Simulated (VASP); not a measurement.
Input:

```xyz
2
Lattice="4.3341 0.0000 0.0000 0.0000 4.3341 0.0000 0.0000 0.0000 4.3341" Properties=species:S:1:pos:R:3 pbc="T T T"
Cs     0.0000     0.0000     0.0000
Br     2.1670     2.1670     2.1670
```

Level of theory: PW91 GGA, VASP's PBE PAW potentials (set 64) (plane waves; VASP). Run with 520 eV cut-off, 6×6×6 Γ-centred mesh, Gaussian smearing of 0.050 eV, potentials Cs_sv Br.

Unless said otherwise, spin-orbit coupling is left out, though it shifts the bands of the heavy elements here.

**Question.** Predict the energy per atom (σ→0), band gap (on the k-mesh) with the smallest direct gap where there is one.

**Answer.** 
- band gap (on the k-mesh) = 4.40 eV
- smallest direct gap (on the k-mesh) = 4.41 eV
- energy per atom (σ→0) = -3.041 eV/atom

Total energies compare only between runs with the same potentials, cut-off and functional.

The compound is CsBr in the CsCl type structure. This cell is one point of a volume scan, at 0.97 of the reference volume.
